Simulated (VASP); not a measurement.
Given:

```
CdHg3Te4
1.0
    6.50546     0.00000     0.00000
    0.00000     6.50546     0.00000
    0.00000     0.00000     6.50546
Cd Hg Te
1 3 4
Direct
  0.00000   0.00000   0.00000
  0.00000   0.50000   0.50000
  0.50000   0.00000   0.50000
  0.50000   0.50000   0.00000
  0.24971   0.24971   0.24971
  0.24971   0.75029   0.75029
  0.75029   0.75029   0.24971
  0.75029   0.24971   0.75029
```

Method: PBEsol GGA, VASP's PBE PAW potentials (set 64) (plane waves; VASP 6.6.1). Settings: 400 eV cut-off, Gaussian smearing of 0.050 eV, potentials Cd Hg Te.

Question: Give the energies of bands 28 to 41 at the high-symmetry points, in eV from the Fermi level.

Answer: 
| band | Γ | X | M | R |
|---|---|---|---|---|
| 28 | -2.15 | -2.91 | -3.85 | -4.74 |
| 29 | -2.15 | -2.50 | -2.44 | -1.00 |
| 30 | -2.15 | -2.50 | -2.34 | -1.00 |
| 31 | -2.10 | -2.48 | -2.33 | -1.00 |
| 32 | -2.10 | -2.42 | -2.33 | -0.88 |
| 33 | -2.10 | -1.29 | -0.97 | -0.88 |
| 34 | -0.48 | -1.29 | -0.97 | -0.84 |
| 35 | 0.00 | -1.17 | -0.94 | -0.84 |
| 36 | 0.00 | -1.17 | -0.85 | -0.84 |
| 37 | 0.00 | 1.99 | 2.11 | 0.71 |
| 38 | 1.83 | 2.17 | 2.16 | 0.71 |
| 39 | 1.83 | 2.98 | 2.16 | 0.71 |
| 40 | 2.45 | 3.01 | 2.79 | 1.49 |
| 41 | 2.45 | 3.17 | 4.82 | 4.95 |

It has no gap at this level: it comes out as a metal or semimetal.

The structure comes from a computed database's CdHg3Te4 entry (P-43m); how it stands against other phases isn't given here. It was relaxed first.
